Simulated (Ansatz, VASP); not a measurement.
**MgS (Niningerite): VASP beside Ansatz**

Aim: how closely do two programs agree when they are given the same cell, functional and k mesh? The cell is taken from a series of VASP runs on this material, whose earlier steps may have relaxed, scaled or displaced it; both programs get it as it stands.

Method: plane waves, with VASP 6.6.1 beside it; relaxation of cell and atoms at PBEsol and relaxation of cell and atoms at r2SCAN, in Ansatz 0.2.0.

## Step 1: The starting structure

It takes space group Fm-3m (No. 225, cubic). Conventional cell: a = 5.178 Å, b = 5.178 Å, c = 5.178 Å, α = 90.00°, β = 90.00°, γ = 90.00°. S has 6 Mg at 2.59 Å nearest. Nearest to Mg lie 6 S at 2.59 Å. Farther neighbours and most contacts between anions are not listed.

## Step 2: Ansatz: relaxation of cell and atoms, PBEsol

Ansatz runs on its default PAW (the set named soft_2) files.

The relaxed volume is the usual yardstick between codes: its relative difference is about their pressure difference at one cell divided by the bulk modulus.

input.yaml reads:

```yaml
crystal:
  lattice:
    - [0.0, 2.5887856735, 2.5887856735]
    - [2.5887856735, 0.0, 2.5887856735]
    - [2.5887856735, 2.5887856735, 0.0]
  atoms:
    - { symbol: S, position: [0.5, 0.5, 0.5] }
    - { symbol: Mg, position: [0.0, 0.0, 0.0] }
hamiltonian:
  xc: pbesol
  pseudopotentials: { kind: paw }
kpoints:
  mp_grid: { grid: [8, 8, 8] }
scf:
  occupations: { method: gaussian, width: 0.03 }
relax:
  f_tol: 0.01
  max_steps: 60
  cell: { stress_tol: 0.05 }
output:
  forces: true
  stress: true
  write_density: true
  write_potential: true
  elf: true
  volumetric_format: npy
```

Started as:

```sh
ansatz run input.yaml --threads 4 --pin off --max-ram 9216MiB --backend cpu --events-out ev --progress --plain --runs-dir out
```

Numbers of over 12 decimals in the logs are rounded to 6 here.

The log of the run:

```text
Engine: ansatz 0.2.0, aarch64-unknown-linux-gnu
Pseudopotentials: kind: paw
Pseudopotential: S, paw, valence charge 6, recommended cutoff 420 eV (normal), S.paw.azcp
Pseudopotential: Mg, paw, valence charge 10, recommended cutoff 420 eV (normal), Mg.paw.azcp
Functional definition: PBEsol
  exchange = pbesol_x
  correlation = pbesol_c
Crystal: 2 atoms, lattice volume = 34.699 Å³
Basis set: ecut = 420 eV, 645 PW (Γ), exchange–correlation on 50×50×50 points (8 copies of the dense FFT grid, shifted against one another)
Bands: 12, of which v1, the nominal top of the filled ones, is band 8 counted from 1 (7 counted from 0)
Symmetry: 48 space group operations
Space group: Fm-3m (ITA 225), of the structure as read, at distance tolerance 3.3e-5 Å
k-points: 29 of 512
Non-local potential: S, projectors of the file, l = 0: 2, l = 1: 2, l = 2: 2
Non-local potential: Mg, projectors of the file, l = 0: 3, l = 1: 2, l = 2: 1
PAW form: soft (Blöchl's): semilocal exchange-correlation on the pseudo side does not see the compensation charge
PAW frozen core: S, regenerated for the run's functional, and the local potential with it (the file was generated under x = pbe(κ = 0.804, μ = 0.219515), c = pbe(β = 0.066725))
PAW frozen core: Mg, regenerated for the run's functional, and the local potential with it (the file was generated under x = pbe(κ = 0.804, μ = 0.219515), c = pbe(β = 0.066725))
PAW one-centre angular grid: S, 110 points (default); XC on 64 Gauss nodes
PAW one-centre angular grid: Mg, 110 points (default); XC on 64 Gauss nodes
Initial density: superposition of atomic densities (neutral atoms: chi_scale 0, normalization atom), corrected by the library's trained network
Initial wavefunctions: pseudopotential atomic-orbital guess
Functional: x = pbesol(κ = 0.804, μ = 0.123457), c = pbesol(β = 0.046)
SCF iter   1: F=—  HF=-2799.920415 eV  |F-HF|=—  |Δ(HF+E_count)|=         —  Δρ=3.92e-3  dr2=7.43e-3  ethr=1.77e-3  ⟨swp⟩=6.4  Hψ=2079  notcnv=0
preconditioner: auto → none  [insulator: Δε(μ)=2.668 eV  Ē_g=11.731 eV  σ=0.030 eV  W_gap=1.00  n_scr=8 (ndim 8)  ℏωp=17.8 eV  f_vac=0.000  D(μ)=0.00/eV (n_scr^D=0)  ε∞_Penn≈3.3]
SCF iter   2: F=—  HF=-2799.917567 eV  |F-HF|=—  |Δ(HF+E_count)|=   2.85e-3  Δρ=1.16e-3  dr2=2.97e-4  ethr=4.64e-5  ⟨swp⟩=2.0  Hψ=792  notcnv=0
SCF iter   3: F=—  HF=-2799.917574 eV  |F-HF|=—  |Δ(HF+E_count)|=   6.69e-6  Δρ=3.94e-4  dr2=3.10e-5  ethr=1.86e-6  ⟨swp⟩=2.3  Hψ=505  notcnv=0
SCF iter   4: F=—  HF=-2799.917594 eV  |F-HF|=—  |Δ(HF+E_count)|=   2.01e-5  Δρ=5.21e-5  dr2=5.22e-7  ethr=1.94e-7  ⟨swp⟩=1.0  Hψ=349  notcnv=0
iter 5 did not close the SCF: its close was put off for the readings that it lacked (scf_convergence_deferred on its scf_iter line)
SCF iter   5: F=-2799.917594 eV  HF=-2799.917594 eV  |F-HF|=1.85e-9  |Δ(HF+E_count)|=   3.47e-7  Δρ=4.17e-6  dr2=1.90e-9  ethr=3.26e-9  ⟨swp⟩=1.9  Hψ=402  notcnv=0
SCF iter   6: F=-2799.917594 eV  HF=-2799.917594 eV  |F-HF|=2.59e-11  |Δ(HF+E_count)|=   2.45e-9  Δρ=4.21e-7  dr2=5.38e-11  ethr=1.19e-11  ⟨swp⟩=4.9  Hψ=1708  notcnv=0
SCF 1 converged in 6 iterations: F = -2799.917594 eV  dr2 = 5.38e-11
  greatest PAW one-centre occupation: 1.000 electrons in one spin orbital (limit 2), on the Mg atom at site 1 (counted from 0), in its partial waves of l = 0
relax step   1: F+E_penalty+E_count = -2799.91759445 eV  Δ(F+E_penalty+E_count) = +0.000e0 eV  max|allowed force component| = 2.046e-30 eV/Å  Δτ_max = 0.0000 Å  P = +0.204 GPa  Ω = 34.699 Å³  (6 SCF iters, dr2 threshold 1.00e-7 eV, accepted)
[...]
relax step   2: F+E_penalty+E_count = -2799.91764718 eV  Δ(F+E_penalty+E_count) = -5.272e-5 eV  max|allowed force component| = 2.169e-30 eV/Å  Δτ_max = 0.0000 Å  P = +0.037 GPa  Ω = 34.773 Å³  energy of the carried Pulay correction = -2.488e-6 eV  (3 SCF iters, dr2 threshold 1.04e-7 eV, accepted)
[...]
relax step   3: F+E_penalty+E_count = -2799.91764867 eV  Δ(F+E_penalty+E_count) = -1.498e-6 eV  max|allowed force component| = 1.717e-30 eV/Å  Δτ_max = 0.0000 Å  P = +0.037 GPa  Ω = 34.773 Å³  stress off target by 3.73e-2 GPa  SCF on the basis re-selected at this cell (its energy is not comparable with the rows above)  (4 SCF iters)
basis re-selected at this cell: Δ(F+E_penalty+E_count) = -1.498e-6 eV, ΔP = -0.000 GPa vs the last step (what re-selecting the basis moved, of the pressure what is left beyond the Pulay correction that the steps carried, after the strain that the cell walked since its last selection, with what the two solves' SCF thresholds leave and, on support functions, any second-order correction that the steps lacked; it is no m [...]
SCF converged after 4 iterations
Free energy (F): -2799.917649 eV
Harris-Foulkes:  -2799.917649 eV  (|F-HF|=1.41e-11)
Internal energy: -2799.917649 eV  (E = F + TS)
E sigma→0 (E₀):  -2799.917649 eV
Fermi energy:    7.846601 eV
--- Per-component energies (eV) ---
  E_band       = -328.546773
  E_kinetic    = 185.171318
  E_local      = -1659.326890  (includes V_loc(G=0)·N_el)
  E_nonlocal   = 124.265468
  E_hartree    = 590.157704
  E_xc         = -126.448005
  E_vxc        = -126.755745  (∫ρ·V_xc dr)
  E_paw        = -865.671316  (= ΣΔE_a)
  E_vpaw       = -32.216450  (= ΣTr[D̂ρ^β])
  E_aug_tail   = -0.000003  (compensation charges beyond the density's cutoff)
  E_ewald      = -1048.186737
  E_core_change = 0.120812  (= ΣΔE_core)
  E_smearing   = -0.000000  (= −TS)
  E_closure    = -0.000000  (closes the sum)
  Σ components = -2799.917649   (vs F -2799.917649, Δ=0.00e0)
--- Forces (eV/Å), atoms counted from 1 ---
  atom   1  S      0.00000000    -0.00000000    -0.00000000
  atom   2  Mg    -0.00000000     0.00000000     0.00000000
  max |Σ_I F_I| component: 3.14e-30 eV/Å
--- Stress (GPa, compression-positive) ---
        0.037310      -0.000000      -0.000000
       -0.000000       0.037310      -0.000000
       -0.000000      -0.000000       0.037310
  P = ⅓ Tr σ = 0.0373 GPa (0.373 kbar)
--- Band table (eV; the first three rows and the last of 29) ---
  k-point 0: bands = [... 4 lower, -6.2713, 6.4829, 6.4829, 6.4829, 10.1764, 14.2879, 14.2879, 14.2879]
  k-point 1: bands = [... 4 lower, -6.1146, 5.4063, 6.3775, 6.3775, 10.9804, 13.9786, 14.5432, 14.5432]
  k-point 2: bands = [... 4 lower, -5.6894, 3.6052, 6.1484, 6.1484, 11.3533, 14.1973, 14.1973, 14.7455]
  k-point 28: bands = [... 4 lower, -4.4765, 3.1519, 3.1519, 4.0565, 11.7305, 14.3149, 14.3149, 14.4904]
--- Relaxed structure (2 steps of the walk, 2 accepted, 1 SCFs on fresh bases) ---
  F+E_penalty+E_count = -2799.91764867 eV   max|allowed force component| = 1.717e-30 eV/Å   (the final SCF, on the basis selected at the relaxed cell)
  cell:  # Å, volume = 34.7726 Å³
    - [0, 2.590613, 2.590613]
    - [2.590613, 0, 2.590613]
    - [2.590613, 2.590613, 0]
  atoms:
    - { symbol: S, position: [0.5, 0.5, 0.5] }
    - { symbol: Mg, position: [0, 0, 0] }
```

The job ended after 0.76 s (4 threads of Arm Neoverse V2, shared host; peak memory 0.29 GiB; 2.1 s of CPU time).

## Step 3: VASP: relaxation of cell and atoms, PBEsol

The same cell, functional, mesh and smearing now go to VASP, with its own data sets and cutoff.

Lines of VASP's logs that name or quote its potential files are left out, and so is its time.

INCAR reads:

```
SYSTEM = MgS
PREC = Accurate
ENCUT = 500
EDIFF = 1E-07
NELM = 100
ISMEAR = 0
SIGMA = 0.03
LREAL = .FALSE.
ALGO = Normal
GGA = PS
NBANDS = 10
LORBIT = 11
LWAVE = .FALSE.
LCHARG = .FALSE.
KPAR = 4
IBRION = 2
NSW = 50
ISIF = 3
EDIFFG = -0.002
```

POSCAR reads:

```
MgS
1.0
    0.0000000000      2.5887856735      2.5887856735
    2.5887856735      0.0000000000      2.5887856735
    2.5887856735      2.5887856735      0.0000000000
S Mg
1 1
Direct
    0.5000000000      0.5000000000      0.5000000000
    0.0000000000      0.0000000000      0.0000000000
```

KPOINTS reads:

```
Automatic mesh
0
Gamma
8 8 8
0 0 0
```

Potentials, in the order of the species: S and Mg (PBE family, release 64).

Started as:

```sh
mpirun -np 4 vasp_std
```

The log of the run:

```text
[banner, memory and clock lines left out]
running    4 mpi-ranks, on    1 nodes
 distrk:  each k-point on    1 cores,    4 groups
 distr:  one band on    1 cores,    1 groups

 POSCAR found type information on POSCAR S Mg
 POSCAR found :  2 types and       2 ions
|                                                                             |
|               ----> ADVICE to this user running VASP <----                  |
|                                                                             |
|     You enforced a specific xc type in the INCAR file but a different       |
|     [... a line on the potential file left out ...]
|     I HOPE YOU KNOW WHAT YOU ARE DOING!                                     |
|                                                                             |

 LDA part: xc-table for (Slater+PW92), standard interpolation
 POSCAR, INCAR and KPOINTS ok, starting setup
 FFT: planning ... GRIDC
 FFT: planning ... GRID_SOFT
 FFT: planning ... GRID
 WAVECAR not read
 entering main loop
       N       E                     dE             d eps       ncg     rms          rms(c)
DAV:   1     0.205922002150E+02    0.20592E+02   -0.35439E+03   580   0.632E+02
DAV:   2    -0.815025767607E+01   -0.28742E+02   -0.27318E+02   758   0.103E+02
DAV:   3    -0.943399034792E+01   -0.12837E+01   -0.12819E+01   754   0.239E+01
DAV:   4    -0.944061949243E+01   -0.66291E-02   -0.66285E-02   700   0.197E+00
DAV:   5    -0.944066557641E+01   -0.46084E-04   -0.46084E-04   712   0.157E-01    0.417E+00
DAV:   6    -0.911850375769E+01    0.32216E+00   -0.70690E-01   624   0.353E+00    0.315E+00
DAV:   7    -0.907767002071E+01    0.40834E-01   -0.18814E-01   648   0.197E+00    0.194E+00
DAV:   8    -0.907510368028E+01    0.25663E-02   -0.98618E-03   650   0.623E-01    0.718E-01
DAV:   9    -0.907491141710E+01    0.19226E-03   -0.46823E-04   646   0.131E-01    0.299E-01
DAV:  10    -0.907490433281E+01    0.70843E-05   -0.13378E-04   658   0.555E-02    0.715E-03
DAV:  11    -0.907490467078E+01   -0.33797E-06   -0.17822E-06   704   0.870E-03    0.163E-02
DAV:  12    -0.907490447066E+01    0.20012E-06   -0.25752E-07   620   0.290E-03    0.333E-03
DAV:  13    -0.907490440377E+01    0.66895E-07   -0.41475E-08   332   0.941E-04
   1 F= -.90749044E+01 E0= -.90749044E+01  d E =-.907490E+01
 curvature:   0.00 expect dE= 0.000E+00 dE for cont linesearch  0.000E+00
 trial: gam= 0.00000 g(F)=  0.157E-59 g(S)=  0.943E-08 ort = 0.000E+00 (trialstep = 0.100E+01)
 search vector abs. value=  0.953E-08
 reached required accuracy - stopping structural energy minimisation
```

OUTCAR, selected parts (step 3):

```text
ion  position               nearest neighbor table
   1  0.500  0.500  0.500-   2 2.59   2 2.59   2 2.59   2 2.59   2 2.59   2 2.59
   2  0.000  0.000  0.000-   1 2.59   1 2.59   1 2.59   1 2.59   1 2.59   1 2.59

  LATTYP: Found a face centered cubic cell.
 ALAT       =     5.1775713470

 Subroutine GETGRP returns: Found 48 space group operations
 (whereof 48 operations were pure point group operations)

The static configuration has the point symmetry O_h .

 Found     29 irreducible k-points:

   k-points           NKPTS =     29   k-points in BZ     NKDIM =     29   number of bands    NBANDS=     10

   dimension x,y,z NGX =    28 NGY =   28 NGZ =   28
   dimension x,y,z NGXF=    56 NGYF=   56 NGZF=   56

   ENCUT  =  500.0 eV  36.75 Ry    6.06 a.u.   6.68  6.68  6.68*2*pi/ulx,y,z

   NELECT =       8.0000    total number of electrons

 k-points in reciprocal lattice and weights: Automatic mesh
   0.00000000  0.00000000  0.00000000       0.002
   0.12500000  0.00000000  0.00000000       0.016
   0.25000000  0.00000000  0.00000000       0.016
   0.37500000  0.00000000  0.00000000       0.016
   0.50000000  0.00000000  0.00000000       0.008
   0.12500000  0.12500000  0.00000000       0.012
   0.25000000  0.12500000  0.00000000       0.047
   0.37500000  0.12500000  0.00000000       0.047
   0.50000000  0.12500000  0.00000000       0.047
[...]
-0.37500000  0.50000000  0.12500000       0.023
  -0.25000000  0.50000000  0.25000000       0.012

 average (electrostatic) potential at core
       1 -86.0855       2 -36.3808

 E-fermi :   4.0095

 k-point     1 :       0.0000    0.0000    0.0000
  band No.  band energies     occupation
      1      -8.9602      2.00000
      2       3.8093      2.00000
      3       3.8093      2.00000
      4       3.8093      2.00000
      5       7.5195      0.00000
      6      11.6539      0.00000
      7      11.6539      0.00000
      8      11.6539      0.00000
      9      14.1369      0.00000
    ...

 k-point     2 :       0.1250    0.0000    0.0000
  band No.  band energies     occupation
      1      -8.8039      2.00000
      2       2.7298      2.00000
      3       3.7030      2.00000
      4       3.7030      2.00000
      5       8.3232      0.00000
      6      11.3376      0.00000
      7      11.9131      0.00000
      8      11.9131      0.00000
      9      13.4939      0.00000
    ...

 k-point     3 :       0.2500    0.0000    0.0000
  band No.  band energies     occupation
      1      -8.3794      2.00000
      2       0.9227      2.00000
      3       3.4722      2.00000
      4       3.4722      2.00000
      5       8.6931      0.00000
      6      11.5644      0.00000
      7      11.5644      0.00000
      8      12.1056      0.00000
      9      14.0528      0.00000
    ...

  Total        0.0003610      0.0003610      0.0003610      0.0000000      0.0000000     -0.0000000
  in kB        0.0166681      0.0166681      0.0166681      0.0000000      0.0000000     -0.0000000
  external PRESSURE =       0.0166681 kB  Pullay stress =       0.0000000 kB

  energy-cutoff  :      500.00
  volume of cell :       34.70
      direct lattice vectors                 reciprocal lattice vectors
     0.000000000  2.588785673  2.588785673    -0.193140747  0.193140747  0.193140747
     2.588785673  0.000000000  2.588785673     0.193140747 -0.193140747  0.193140747
     2.588785673  2.588785673  0.000000000     0.193140747  0.193140747 -0.193140747

 POSITION                                       TOTAL-FORCE (eV/Angst)
 -----------------------------------------------------------------------------------
      2.58879      2.58879      2.58879        -0.000000      0.000000     -0.000000
      0.00000      0.00000      0.00000         0.000000     -0.000000      0.000000
 -----------------------------------------------------------------------------------
    total drift:                                0.000000      0.000000      0.000000

  FREE ENERGIE OF THE ION-ELECTRON SYSTEM (eV)
  ---------------------------------------------------
  free  energy   TOTEN  =        -9.0749044038 eV

  energy  without entropy=       -9.0749044038  energy(sigma->0) =       -9.07490440

 reached required accuracy - stopping structural energy minimisation

 total charge
# of ion       s       p       d       tot
------------------------------------------
    1        1.309   2.486   0.000   3.795
    2        0.139   0.132   0.041   0.312
--------------------------------------------------
tot          1.447   2.618   0.041   4.106

[... 3 further parts left out ...]
```

[end of part 1 of 2]

[Lines on the potential files, build, host, timing and source positions are cut from VASP's logs without a mark.]

[Logs are printed without paths, hosts, clocks, repeated set-up lines and the standing remarks that a program may print on its own settings, such as how far it seeks lower states.]

[Hosts, paths, dates, database ids (printed as entryN), source tags and the programs' standing remarks are cut or masked in the printed files.]
